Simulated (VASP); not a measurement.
The input files of a VASP run:

File POSCAR:
```
Lu
1
    1.7500000000    -3.0310890000     0.0000000000
    1.7500000000     3.0310890000     0.0000000000
    0.0000000000     0.0000000000     5.5500000000
Lu
2
Direct
  0.3333330000   0.6666670000   0.2500000000
  0.6666670000   0.3333330000   0.7500000000
```

KPOINTS:
```
Automatic mesh
0
Gamma
11 11 6
0 0 0
```

### INCAR
```
ALGO  =  Normal
EDIFF  =  1E-6
EDIFFG  =  -0.01
ENCUT  =  520
GGA  =  PE
IBRION  =  2
ISIF  =  3
ISMEAR  =  1
LASPH  =  T
LCHARG  =  F
LMAXMIX  =  6
LREAL  =  F
LWAVE  =  F
NELM  =  100
NSW  =  60
PREC  =  Accurate
SIGMA  =  0.1
SYSTEM  =  Lu
```

POTCAR, in this order: Lu_3 (PBE.64 set). Program: vasp_std.

**Question.** Translate this PBE calculation to Quantum ESPRESSO's pw.x.

**Answer.** One equivalent input (not run):
```
&CONTROL
  calculation = 'vc-relax'
  pseudo_dir = './pseudo'
  outdir = './out'
  tprnfor = .true.
  tstress = .true.
  nstep = 60
  forc_conv_thr = 0.00039
/
&SYSTEM
  ibrav = 0
  nat = 2
  ntyp = 1
  ecutwfc = 100
  occupations = 'smearing'
  smearing = 'methfessel-paxton'
  degauss = 0.00735
  input_dft = 'pbe'
/
&ELECTRONS
  conv_thr = 7.3e-08
  electron_maxstep = 100
/
&IONS
/
&CELL
/
ATOMIC_SPECIES
  Lu 174.967 Lu.upf
CELL_PARAMETERS angstrom
     1.7500000   -3.0310890    0.0000000
     1.7500000    3.0310890    0.0000000
     0.0000000    0.0000000    5.5500000
ATOMIC_POSITIONS crystal
  Lu   0.3333330  0.6666670  0.2500000
  Lu   0.6666670  0.3333330  0.7500000
K_POINTS automatic
  11 11 6 0 0 0
```
What does not carry over: the potentials are each code's own (VASP's PAW set, PseudoDojo norm-conserving files in pw.x), so ENCUT and ecutwfc are chosen apart and not converted; conv_thr bounds pw.x's estimated SCF error, while EDIFF bounds the energy change between steps; forc_conv_thr acts on force components and is met together with etot_conv_thr.

The compound is Lu in the hcp structure. This run relaxes it. Symmetry was kept, so distortions that lower it aren't found.
